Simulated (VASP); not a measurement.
Input of a VASP 6.6.1 run:

The input INCAR:

```
SYSTEM = HfO2
PREC = Accurate
ENCUT = 600
EDIFF = 1E-7
ISMEAR = -1
SIGMA = 0.05
LREAL = .False.
LASPH = .True.
NELM = 60
ALGO = Normal
ISIF = 2
LWAVE = .False.
LCHARG = .False.
GGA = CA
IBRION = 2
NSW = 40
EDIFFG = -0.01
KPAR = 8
```

The input KPOINTS:

```
Automatic mesh
0
Gamma
  6 6 4
  0 0 0
```

Contents of POSCAR:

```
HfO2                                    
1.0
    3.5008096521      0.0000000000      0.0000000000
    0.0000000000      3.5008096521      0.0000000000
    0.0000000000      0.0000000000      5.0369755716
  Hf              O             
     2     4
Direct
     0.5000000000000000    0.5000000000000000    0.5000000000000000
     0.0000000000000000    0.0000000000000000    1.0000000000000000
     0.0000000000000000    0.5000000000000000    0.7057060725603779
     0.5000000000000000    0.0000000000000000    0.7942939274396221
     0.5000000000000000    0.0000000000000000    0.2942939274396222
     0.0000000000000000    0.5000000000000000    0.2057060725603777
```

Potentials or basis: VASP PAW LDA potentials, release 64 (Hf_pv, O).

Command:

```bash
$ cat potpaw_LDA.64/Hf_pv/POTCAR potpaw_LDA.64/O/POTCAR > POTCAR
$ mpirun -np 8 vasp_std > vasp.out
```

(1) Estimate the band gap on the k mesh.

(2) What does it give for the energy gained by relaxing?

Results:

(1) 4.47 eV, indirect (least direct gap 4.66 eV).

(2) 0.8 meV/atom.

Caveat: spin-orbit coupling is left out, which moves the levels of the heavy elements.
